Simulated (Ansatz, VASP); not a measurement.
# MnTeS in two plane-wave programs

One calculation is typed for both programs; each brings its own data sets and cutoff. How far apart do they land? The cell is invented: As first built, before any earlier steps moved the atoms (in the runner's words): it takes the TiTeS structure with some of its atoms replaced by other elements, volume scaled by an estimate. It may not be a known or stable phase. The cell is taken from a series of VASP runs on this material, whose earlier steps may have relaxed, scaled or displaced it; both programs get it as it stands.

Main program and level: Ansatz 0.2.0; plane waves, with VASP 6.6.1 beside it; zone-centre phonons at PBEsol, DFT+U.

### Step 1. Set-up

The structure is trigonal, space group P3m1 (No. 156). Conventional cell: a = 3.731 Å, b = 3.731 Å, c = 5.407 Å, α = 90.00°, β = 90.00°, γ = 120.00°. Te has 3 Mn at 2.83 Å nearest. Nearest to Mn lie 3 S at 2.45 Å and 3 Te at 2.83 Å. S has 3 Mn at 2.45 Å nearest. As first built, before any earlier steps moved the atoms (in the runner's words): sites of the TiTeS structure (space group 156) filled with other elements, volume scaled by an estimate. Farther neighbours and most contacts between anions are not listed.

### Step 2. VASP: zone-centre phonons, PBEsol, DFT+U

Second derivatives magnify differences that forces hide, and they need a tight electronic threshold.

Lines of VASP's logs that name or quote its potential files are left out, and so is its time.

Input file INCAR:

```
SYSTEM = MnTeS
PREC = Accurate
ENCUT = 400
EDIFF = 1E-08
NELM = 100
ISMEAR = 1
SIGMA = 0.2
LREAL = .FALSE.
ALGO = Normal
GGA = PS
NBANDS = 20
ISPIN = 2
MAGMOM = -0.415 4.291 -0.202
LDAU = .TRUE.
LDAUTYPE = 2
LDAUL = -1 2 -1
LDAUU = 0 5.3 0
LDAUJ = 0 0 0
LDAUPRINT = 1
LASPH = .TRUE.
LMAXMIX = 4
LORBIT = 11
LWAVE = .FALSE.
LCHARG = .FALSE.
IBRION = 6
NFREE = 2
POTIM = 0.015
ISIF = 2
NSW = 1
```

Input file POSCAR:

```
MnTeS
1.0
    3.7305807492      0.0000000167      0.0000000000
   -1.8652898446      3.2307772556      0.0000000000
    0.0000000000      0.0000000000      5.4074965999
Te Mn S
1 1 1
Direct
    0.0000000000      0.0000000000      0.7020784953
    0.3333333300      0.6666666700      0.0408115017
    0.6666666700      0.3333333300      0.2571090030
```

Input file KPOINTS:

```
Automatic mesh
0
Gamma
12 12 7
0 0 0
```

PAW data sets: Te, Mn_pv and S (PBE family, release 64).

Run with:

```
mpirun -np 1 vasp_std
```

Numbers of over 12 decimals in the logs are rounded to 6 here.

Output:

```text
[banner, memory and clock lines left out]
running    1 mpi-ranks, on    1 nodes
 distrk:  each k-point on    1 cores,    1 groups
 distr:  one band on    1 cores,    1 groups

 POSCAR found type information on POSCAR TeMnS
 POSCAR found :  3 types and       3 ions
|                                                                             |
|               ----> ADVICE to this user running VASP <----                  |
|                                                                             |
|     You enforced a specific xc type in the INCAR file but a different       |
|     [... a line on the potential file left out ...]
|     I HOPE YOU KNOW WHAT YOU ARE DOING!                                     |
|                                                                             |

 LDA part: xc-table for (Slater+PW92), standard interpolation
 POSCAR, INCAR and KPOINTS ok, starting setup
 FFT: planning ... GRIDC
 FFT: planning ... GRID_SOFT
 FFT: planning ... GRID
 WAVECAR not read
 entering main loop
       N       E                     dE             d eps       ncg     rms          rms(c)
DAV:   1     0.147924951270E+03    0.14792E+03   -0.11569E+04 10064   0.984E+02
DAV:   2    -0.638380705447E+01   -0.15431E+03   -0.14903E+03  9456   0.263E+02
DAV:   3    -0.158642927072E+02   -0.94805E+01   -0.92935E+01 10444   0.680E+01
DAV:   4    -0.160435431928E+02   -0.17925E+00   -0.17892E+00 10388   0.977E+00
DAV:   5    -0.160468718354E+02   -0.33286E-02   -0.33284E-02 10552   0.146E+00    0.151E+01
DAV:   6    -0.172622609214E+02   -0.12154E+01   -0.55526E+01  9584   0.613E+01    0.229E+01
DAV:   7    -0.154676582693E+02    0.17946E+01   -0.14759E+01  9840   0.344E+01    0.798E+00
DAV:   8    -0.157860563754E+02   -0.31840E+00   -0.15117E+00 11856   0.808E+00    0.517E+00
DAV:   9    -0.156757798809E+02    0.11028E+00   -0.80440E-01 11980   0.730E+00    0.331E+00
DAV:  10    -0.157999927213E+02   -0.12421E+00   -0.12622E-01 10696   0.371E+00    0.167E+00
DAV:  11    -0.158227923868E+02   -0.22800E-01   -0.50871E-02 11232   0.181E+00    0.610E-01
DAV:  12    -0.158236236781E+02   -0.83129E-03   -0.70200E-03 10808   0.572E-01    0.215E-01
DAV:  13    -0.158236690396E+02   -0.45361E-04   -0.94084E-04  9824   0.288E-01    0.116E-01
DAV:  14    -0.158236835109E+02   -0.14471E-04   -0.18257E-04 11132   0.109E-01    0.445E-02
DAV:  15    -0.158236857206E+02   -0.22097E-05   -0.12851E-05 10232   0.294E-02    0.248E-02
DAV:  16    -0.158236898005E+02   -0.40800E-05   -0.24626E-05 12060   0.382E-02    0.878E-03
DAV:  17    -0.158236899417E+02   -0.14119E-06   -0.15545E-06 10408   0.848E-03    0.394E-03
DAV:  18    -0.158236899386E+02    0.31005E-08   -0.35814E-07 11172   0.485E-03    0.124E-03
DAV:  19    -0.158236899449E+02   -0.62637E-08   -0.39670E-08  9896   0.154E-03
   1 F= -.15823690E+02 E0= -.15823760E+02  d E =0.209656E-03  mag=     3.5581
[... from here on, the cycles between the ionic steps are left out ...]
   2 F= -.15823512E+02 E0= -.15823580E+02  d E =0.204590E-03  mag=     3.5582
   3 F= -.15823512E+02 E0= -.15823580E+02  d E =0.204609E-03  mag=     3.5582
   6 F= -.15822931E+02 E0= -.15823002E+02  d E =0.211508E-03  mag=     3.5580
   7 F= -.15822932E+02 E0= -.15823002E+02  d E =0.211524E-03  mag=     3.5580
   8 F= -.15823212E+02 E0= -.15823285E+02  d E =0.216631E-03  mag=     3.5690
   9 F= -.15822583E+02 E0= -.15822656E+02  d E =0.219004E-03  mag=     3.5473
  10 F= -.15823236E+02 E0= -.15823305E+02  d E =0.206049E-03  mag=     3.5582
  11 F= -.15823236E+02 E0= -.15823305E+02  d E =0.206012E-03  mag=     3.5582
  12 F= -.15822700E+02 E0= -.15822786E+02  d E =0.257949E-03  mag=     3.5610
 Finite differences progress:
  Degree of freedom:   6/  6
  Displacement:        1/  2
  Total:              11/ 12
 bond charge predicted
       N       E                     dE             d eps       ncg     rms          rms(c)
DAV:   1    -0.158196686590E+02    0.30310E-02   -0.84908E-01  8960   0.380E+00    0.473E-01
DAV:   2    -0.158237163878E+02   -0.40477E-02   -0.42287E-02 10216   0.115E+00    0.244E-01
DAV:   3    -0.158236630855E+02    0.53302E-04   -0.54588E-04 10260   0.201E-01    0.140E-01
DAV:   4    -0.158236277787E+02    0.35307E-04   -0.65043E-05 10376   0.456E-02    0.984E-02
DAV:   5    -0.158236131445E+02    0.14634E-04   -0.11072E-04 10632   0.537E-02    0.308E-02
DAV:   6    -0.158236141189E+02   -0.97440E-06   -0.22628E-05  9764   0.289E-02    0.111E-02
DAV:   7    -0.158236142971E+02   -0.17819E-06   -0.13345E-06 10364   0.707E-03    0.669E-03
DAV:   8    -0.158236143575E+02   -0.60388E-07   -0.20717E-07  9912   0.358E-03    0.361E-03
DAV:   9    -0.158236143383E+02    0.19211E-07   -0.37593E-08 10168   0.130E-03    0.194E-03
DAV:  10    -0.158236143285E+02    0.97734E-08   -0.14599E-08  7124   0.623E-04
  13 F= -.15823614E+02 E0= -.15823666E+02  d E =0.153767E-03  mag=     3.5552
 Finite differences progress:
  Degree of freedom:   6/  6
  Displacement:        2/  2
  Total:              12/ 12
```

Parts of OUTCAR (step 2):

```text
ion  position               nearest neighbor table
   1  0.000  0.000  0.702-   2 2.83   2 2.83   2 2.83   3 3.23   3 3.23   3 3.23
   2  0.333  0.667  0.041-   3 2.45   3 2.45   3 2.45   1 2.83   1 2.83   1 2.83
   3  0.667  0.333  0.257-   2 2.45   2 2.45   2 2.45   1 3.23   1 3.23   1 3.23

  LATTYP: Found a hexagonal cell.
 ALAT       =     3.7305807492
 C/A-ratio  =     1.4495053085

 Subroutine GETGRP returns: Found  6 space group operations
 (whereof  6 operations were pure point group operations)

The static configuration has the point symmetry C_3v.

 Found    112 irreducible k-points:

   k-points           NKPTS =    112   k-points in BZ     NKDIM =    112   number of bands    NBANDS=     20

   dimension x,y,z NGX =    24 NGY =   24 NGZ =   36
   dimension x,y,z NGXF=    48 NGYF=   48 NGZF=   72

   ENCUT  =  400.0 eV  29.40 Ry    5.42 a.u.   6.08  6.08  8.82*2*pi/ulx,y,z

   NELECT =      25.0000    total number of electrons

 k-points in reciprocal lattice and weights: Automatic mesh
   0.00000000  0.00000000  0.00000000       0.001
   0.08333333  0.00000000  0.00000000       0.006
   0.16666667  0.00000000  0.00000000       0.006
   0.25000000  0.00000000  0.00000000       0.006
   0.33333333  0.00000000  0.00000000       0.006
   0.41666667  0.00000000  0.00000000       0.006
   0.50000000  0.00000000  0.00000000       0.003
   0.08333333  0.08333333  0.00000000       0.006
   0.16666667  0.08333333  0.00000000       0.012
[...]
19      13.2014      0.00000
    ...

 k-point     5 :       0.3333    0.0000    0.0000
  band No.  band energies     occupation
    ...
     10       1.4443      1.00000
     11       2.4519      1.00000
     12       2.9623      1.00000
     13       4.2880      1.00000
     14       4.5265      1.00000
     15       6.6592     -0.00075
     16       7.6290     -0.00000
     17      10.7920      0.00000
     18      12.1674      0.00000
     19      12.7444      0.00000
    ...

 k-point     6 :       0.4167    0.0000    0.0000
  band No.  band energies     occupation
    ...
     11       2.4830      1.00000
     12       3.0616      1.00000
     13       3.5926      1.00000
     14       4.2125      1.00000
     15       5.9801      0.98989
     16       7.5880     -0.00000
     17      10.5606      0.00000
     18      11.7854      0.00000
     19      12.4696      0.00000
     20      13.4021      0.00000

 spin component 2
 k-point     1 :       0.0000    0.0000    0.0000
  band No.  band energies     occupation
    ...
      4      -7.3796      1.00000
      5      -4.8879      1.00000
      6       0.7725      1.00000
      7       4.1098      1.00000
      8       4.1098      1.00000
      9       6.9474     -0.00000
     10       6.9474     -0.00000
     11       7.1906     -0.00000
     12       9.1756     -0.00000
     13       9.1756     -0.00000
    ...

 k-point     2 :       0.0833    0.0000    0.0000
  band No.  band energies     occupation
    ...
      4      -7.3148      1.00000
      5      -4.8597      1.00000
      6       0.8575      1.00000
      7       3.9135      1.00000
      8       4.0783      1.00000
      9       6.3487     -0.02908
     10       6.7878     -0.00002
     11       7.0304     -0.00000
     12       9.1411     -0.00000
     13       9.3035     -0.00000
    ...

 k-point     3 :       0.1667    0.0000    0.0000
  band No.  band energies     occupation
    ...
      5      -4.7826      1.00000
      6       1.1077      1.00000
      7       3.3980      1.00000
      8       3.9925      1.00000
      9       5.2223      1.00000
     10       6.4348     -0.02879
     11       6.5878     -0.00343
     12       8.9914     -0.00000
     13       9.5261     -0.00000
     14       9.6334     -0.00000
    ...

 k-point     4 :       0.2500    0.0000    0.0000
  band No.  band energies     occupation
    ...
      7       2.6978      1.00000
      8       3.8761      1.00000
      9       4.1666      1.00000
     10       5.9906      0.97530
     11       6.0602      0.80992
     12       8.7324     -0.00000
     13       9.6767     -0.00000
     14       9.7724     -0.00000
     15      10.4701      0.00000
     16      10.5450      0.00000
    ...

  Total       -0.0541152     -0.0541152      0.3269974     -0.0000000     -0.0000000      0.0000000
  in kB       -1.3303013     -1.3303009      8.0385037     -0.0000002     -0.0000000      0.0000000
  external PRESSURE =       1.7926338 kB  Pullay stress =       0.0000000 kB

  energy-cutoff  :      400.00
  volume of cell :       65.17
      direct lattice vectors                 reciprocal lattice vectors
     3.730580749  0.000000017  0.000000000     0.268054779  0.154761476  0.000000000
    -1.865289845  3.230777256  0.000000000    -0.000000001  0.309523040  0.000000000
     0.000000000  0.000000000  5.407496600     0.000000000  0.000000000  0.184928457

 POSITION                                       TOTAL-FORCE (eV/Angst)
 -----------------------------------------------------------------------------------
      0.00000      0.00000      3.79649        -0.000000     -0.000000     -0.003626
      0.00000      2.15385      0.22069         0.000000      0.000000     -0.037494
      1.86529      1.07693      1.37532        -0.000000     -0.000000      0.041120
 -----------------------------------------------------------------------------------
    total drift:                                0.000004     -0.000004     -0.000417

  FREE ENERGIE OF THE ION-ELECTRON SYSTEM (eV)
  ---------------------------------------------------
  free  energy   TOTEN  =       -15.8236143285 eV

  energy  without entropy=      -15.8237680957  energy(sigma->0) =      -15.82366558

 Eigenvectors and eigenvalues of the dynamical matrix
 ----------------------------------------------------

   1 f  =    7.568570 THz    47.554727 2PiTHz  252.460317 cm-1    31.301076 meV
             X         Y         Z           dx          dy          dz
      0.000000  0.000000  3.796487    -0.092338   -0.044370    0.000000
      0.000000  2.153852  0.220688     0.631616    0.303502   -0.000000
      1.865291  1.076926  1.390316    -0.636357   -0.305781    0.000000

   2 f  =    7.568568 THz    47.554717 2PiTHz  252.460262 cm-1    31.301069 meV
             X         Y         Z           dx          dy          dz
      0.000000  0.000000  3.796487     0.044370   -0.092338   -0.000000
      0.000000  2.153852  0.220688    -0.303502    0.631616   -0.000000
      1.865291  1.076926  1.390316     0.305781   -0.636357    0.000000

   3 f  =    7.529754 THz    47.310842 2PiTHz  251.165570 cm-1    31.140548 meV
             X         Y         Z           dx          dy          dz
      0.000000  0.000000  3.796487     0.000000    0.000000    0.081798
      0.000000  2.153852  0.220688    -0.000000   -0.000000   -0.679444
      1.865291  1.076926  1.390316     0.000000    0.000000    0.729154

   4 f  =    4.310738 THz    27.085165 2PiTHz  143.790737 cm-1    17.827771 meV
             X         Y         Z           dx          dy          dz
      0.000000  0.000000  3.796487     0.000000    0.000000    0.631967
      0.000000  2.153852  0.220688    -0.000000   -0.000000   -0.530360
      1.865291  1.076926  1.390316    -0.000000   -0.000000   -0.565098

   5 f  =    2.507988 THz    15.758154 2PiTHz   83.657479 cm-1    10.372201 meV
             X         Y         Z           dx          dy          dz
      0.000000  0.000000  3.796487     0.561473    0.269797    0.000000
      0.000000  2.153852  0.220688    -0.458020   -0.220087    0.000000
      1.865291  1.076926  1.390316    -0.536080   -0.257596    0.000000

   6 f  =    2.507988 THz    15.758151 2PiTHz   83.657461 cm-1    10.372199 meV
             X         Y         Z           dx          dy          dz
      0.000000  0.000000  3.796487    -0.269797    0.561473   -0.000000
      0.000000  2.153852  0.220688     0.220087   -0.458020    0.000000
      1.865291  1.076926  1.390316     0.257596   -0.536080    0.000000

   7 f/i=    0.008985 THz     0.056452 2PiTHz    0.299692 cm-1     0.037157 meV
             X         Y         Z           dx          dy          dz
      0.000000  0.000000  3.796487     0.000000    0.000000   -0.770666
      0.000000  2.153852  0.220688     0.000000    0.000000   -0.507025
      1.865291  1.076926  1.390316     0.000000    0.000000   -0.386003

   8 f/i=    0.026130 THz     0.164181 2PiTHz    0.871612 cm-1     0.108066 meV
             X         Y         Z           dx          dy          dz
      0.000000  0.000000  3.796487    -0.335899    0.699024   -0.000000
      0.000000  2.153852  0.220688    -0.216873    0.451323   -0.000000
      1.865291  1.076926  1.390316    -0.166517    0.346530   -0.000000

   9 f/i=    0.026130 THz     0.164181 2PiTHz    0.871612 cm-1     0.108066 meV
             X         Y         Z           dx          dy          dz
      0.000000  0.000000  3.796487    -0.699024   -0.335899   -0.000000
      0.000000  2.153852  0.220688    -0.451323   -0.216873   -0.000000
      1.865291  1.076926  1.390316    -0.346530   -0.166517   -0.000000

 ELASTIC MODULI CONTR FROM IONIC RELAXATION (kBar)
 Direction    XX          YY          ZZ          XY          YZ          ZX
 --------------------------------------------------------------------------------
 XX        -199.7014    -20.3773   -110.5138     -0.0000    160.1308      0.0001
 YY         -20.3773   -199.7013   -110.5138     -0.0000   -160.1307     -0.0000
 ZZ        -110.5138   -110.5138   -113.2905     -0.0000      0.0000     -0.0000
 XY          -0.0000     -0.0000     -0.0000    -89.6620     -0.0000    160.1308
 YZ         160.1308   -160.1307      0.0000     -0.0000   -293.3430     -0.0000
 ZX           0.0001     -0.0000     -0.0000    160.1308     -0.0000   -293.3430
 --------------------------------------------------------------------------------

 total charge
# of ion       s       p       d       tot
------------------------------------------
    1        1.419   1.847   0.039   3.305
    2        0.278   6.242   4.895  11.415
    3        1.351   2.322   0.000   3.673
--------------------------------------------------
tot          3.047  10.412   4.934  18.393

 magnetization (x)
# of ion       s       p       d       tot
------------------------------------------
    1       -0.005  -0.390  -0.000  -0.395
    2        0.040   0.037   4.214   4.292
    3       -0.002  -0.205   0.000  -0.206
--------------------------------------------------
tot          0.033  -0.557   4.213   3.690

[... 2 further parts left out ...]
```

(Continued in part 2 of 2.)

[Lines on the potential files, build, host, timing and source positions are cut from VASP's logs without a mark.]

[Logs are printed without paths, hosts, clocks, repeated set-up lines and the standing remarks that a program may print on its own settings, such as how far it seeks lower states.]

[Hosts, paths, dates, database ids (printed as entryN), source tags and the programs' standing remarks are cut or masked in the printed files.]
